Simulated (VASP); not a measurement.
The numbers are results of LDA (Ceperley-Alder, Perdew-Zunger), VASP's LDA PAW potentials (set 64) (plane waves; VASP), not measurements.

VASP input:

**INCAR**
```
SYSTEM=SrVO3
PREC=Accurate; ENCUT=620; LREAL=F
LASPH=T
EDIFF=1E-6; NELM=100; ALGO=Normal
LMAXMIX=4
ISMEAR=1; SIGMA=0.1
IBRION=2; NSW=40; ISIF=3
EDIFFG=-0.02; PSTRESS=100
LWAVE=F; LCHARG=F
```

### POSCAR
```
SrVO3
1
    3.7519075404     0.0000000000     0.0000000000
    0.0000000000     3.7519075404     0.0000000000
    0.0000000000     0.0000000000     3.7519075404
Sr V O
1 1 3
Direct
  0.0000000000   0.0000000000   0.0000000000
  0.5000000000   0.5000000000   0.5000000000
  0.5000000000   0.0000000000   0.5000000000
  0.0000000000   0.5000000000   0.5000000000
  0.5000000000   0.5000000000   0.0000000000
```

**KPOINTS**
```
Automatic
0
G
  8 8 8
0 0 0
```

POTCAR, in this order: Sr_sv V_sv O (LDA.64 set). Program: vasp_std.

Problem. Estimate the energy per atom (σ→0), volume per atom, band gap (on the k-mesh).

Solution. 
```json
{
  "energy per atom (σ→0)": "-8.724 eV/atom",
  "band gap (on the k-mesh)": "none (metal, semimetal or under 0.01 eV)",
  "volume_per_atom": "10.36 Å^3/atom"
}
```

File OSZICAR:
```
...
DAV:   4    -0.436211366402E+02    0.14447E-01   -0.62585E-02  2176   0.262E+00    0.597E-01
DAV:   5    -0.436204833136E+02    0.65333E-03   -0.72572E-03  2528   0.564E-01    0.511E-01
DAV:   6    -0.436209606816E+02   -0.47737E-03   -0.44993E-03  2000   0.405E-01    0.201E-01
DAV:   7    -0.436206620583E+02    0.29862E-03   -0.19939E-03  1928   0.269E-01    0.575E-02
DAV:   8    -0.436206790209E+02   -0.16963E-04   -0.18880E-04  2976   0.756E-02    0.242E-02
DAV:   9    -0.436206766941E+02    0.23269E-05   -0.20101E-05  1920   0.270E-02    0.603E-03
DAV:  10    -0.436206766795E+02    0.14524E-07   -0.10071E-06   968   0.677E-03
   3 F= -.40388916E+02 E0= -.40388090E+02  d E =-.165260E-01
```

The compound is SrVO3 in the cubic perovskite structure. This run relaxes it under an external pressure of 10 GPa. Symmetry was kept, so distortions that lower it aren't found. The run is not spin-polarised, so no magnetic state was tried. The electron count is odd and the run is not spin-polarised, which forces a metal.
